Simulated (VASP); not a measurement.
Input:

```xyz
2
Lattice="2.9782 0.0000 0.0000 0.0000 2.9782 0.0000 0.0000 0.0000 2.9782" Properties=species:S:1:pos:R:3 pbc="T T T"
Al     1.4891     1.4891     1.4891
Ru     0.0000     0.0000     0.0000
```

Level of theory: r2SCAN+rVV10, VASP's PBE PAW potentials (set 64) (plane waves; VASP). Numerical set-up: 520 eV cut-off, 14×14×14 Γ-centred mesh, tetrahedra with Blöchl corrections, potentials Al Ru_pv.

**Question.** Predict the energy per atom (σ→0), band gap (over mesh and band path) with the smallest direct gap where there is one.

**Answer.** 
- band gap (over mesh and band path): none (metal, semimetal or under 0.01 eV)
- energy per atom (σ→0): -16.639 eV/atom

The compound is RuAl in the CsCl type structure. It was relaxed first. The electron count is odd and the run is not spin-polarised, which forces a metal.
